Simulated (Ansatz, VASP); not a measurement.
## Li3B2H in VASP and in Ansatz

```
CELL_PARAMETERS angstrom
2.36816 0.00000 0.00000
-1.18408 2.05089 0.00000
0.00000 0.00000 10.01343
ATOMIC_POSITIONS crystal
Li 0.33333 0.66667 0.88294
Li 0.66667 0.33333 0.11706
Li 0.00000 0.00000 0.50000
B 0.33333 0.66667 0.30966
B 0.66667 0.33333 0.69034
H 0.00000 0.00000 0.00000
```

Alike in both runs: task relaxation of cell and atoms; functional PBE; k mesh 18 × 18 × 4; occupations gaussian, width 0.1 eV; no spin polarisation.

```csv
,VASP,Ansatz
version,VASP 6.6.1,Ansatz 0.2.0
potentials or method,"VASP PAW PBE potentials, release 64 (Li_sv, B, H)","scalar-relativistic, plane waves, PAW"
plane-wave cutoff (eV),600,420
valence electrons in the cell,16,16
```

```csv
,VASP,Ansatz,Ansatz less VASP
"gap on the k mesh at the Fermi level, each at its own relaxed structure (eV)",none,none,-
relaxed volume (Å³/atom),8.02,8.04,+0.019
relaxed cell length with the largest relative difference (Å),2.353,2.355,+0.0028
```

A gap of «none» marks a metal or a gap that the smearing closes.

Caveats: the cutoff is under 1.25 times the usual one of these potentials, so pressure, stress and relaxed cells hold a basis-set (Pulay) error (VASP).
